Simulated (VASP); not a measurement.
Consider the following.

```yaml
crystal:
  lattice:
    - [2.83792, 0.00000, 0.00000]
    - [0.00000, 2.83792, 0.00000]
    - [0.00000, 0.00000, 3.72073]
  atoms:
    - { symbol: Cu, position: [0.00000, 0.00000, 0.00000] }
    - { symbol: Au, position: [0.50000, 0.50000, 0.50000] }
```

These are PBE GGA, VASP's PBE PAW potentials (set 64) (plane waves; VASP 6.6.1) values and carry that method's errors. Numerical set-up: 480 eV cut-off, 12×12×10 Γ-centred mesh, first-order Methfessel-Paxton smearing of 0.10 eV, potentials Cu Au.

Problem. Give the stress tensor in GPa (positive for a compressed cell).

Solution. 
```
 0.94   0.00   0.00
 0.00   0.94   0.00
 0.00   0.00  -1.18
```
The pressure is its mean diagonal, 0.24 GPa.

The compound is CuAu in the L1_0 structure. It was relaxed first.
